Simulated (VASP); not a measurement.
Computed with optB88-vdW, VASP's PBE PAW potentials (set 64) (plane waves; VASP 6.6.1).

A VASP calculation is set up with these files.

INCAR:
```
SYSTEM = PdIn
PREC = Accurate
ENCUT = 520
EDIFF = 1E-6
NELM = 100
ALGO = Normal
LREAL = .FALSE.
LASPH = .TRUE.
ISMEAR = 1
SIGMA = 0.1
GGA = BO
PARAM1 = 0.1833333333
PARAM2 = 0.22
LUSE_VDW = .TRUE.
AGGAC = 0.0
LMAXMIX = 4
LWAVE = .FALSE.
LCHARG = .FALSE.
IBRION = 2
ISIF = 3
NSW = 60
EDIFFG = -0.01
```

POSCAR:
```
PdIn
1
    3.2500000000     0.0000000000     0.0000000000
    0.0000000000     3.2500000000     0.0000000000
    0.0000000000     0.0000000000     3.2500000000
In Pd
1 1
Direct
  0.5000000000   0.5000000000   0.5000000000
  0.0000000000   0.0000000000   0.0000000000
```

File KPOINTS:
```
Automatic mesh
0
Gamma
 10 10 10
0 0 0
```

POTCAR, in this order: In_d Pd (PBE.64 set). Program: vasp_std.

Energy and stress use the plane-wave basis of the starting cell. Unless said otherwise, spin-orbit coupling is left out, though it shifts the bands of the heavy elements here.

Problem. What does the run give for the energy per atom (σ→0), volume per atom, band gap (on the k-mesh)?

Solution. 
| Property | Result |
|---|---|
| energy per atom (σ→0) | -1.243 eV/atom |
| band gap (on the k-mesh) | none (metal, semimetal or under 0.01 eV) |
| volume per atom | 18.09 Å³/atom |

OSZICAR:
```
...
DAV:   3    -0.249759606056E+01    0.74773E-01   -0.28298E-01  2176   0.897E+00    0.723E-01
DAV:   4    -0.248685837737E+01    0.10738E-01   -0.32313E-02  2504   0.305E+00    0.661E-01
DAV:   5    -0.248590606144E+01    0.95232E-03   -0.13976E-03  1813   0.335E-01    0.267E-01
DAV:   6    -0.248576911862E+01    0.13694E-03   -0.54739E-04  2107   0.278E-01    0.486E-02
DAV:   7    -0.248577055565E+01   -0.14370E-05   -0.24985E-05  2298   0.548E-02    0.170E-02
DAV:   8    -0.248577193180E+01   -0.13762E-05   -0.20125E-06  1744   0.142E-02    0.366E-03
DAV:   9    -0.248577210504E+01   -0.17324E-06   -0.10958E-07   903   0.324E-03
   3 F= -.24857721E+01 E0= -.24859339E+01  d E =-.358194E-01
```

The compound is PdIn in the CsCl type structure. This run relaxes it. Symmetry was kept, so distortions that lower it aren't found. The electron count is odd and the run is not spin-polarised, which forces a metal.
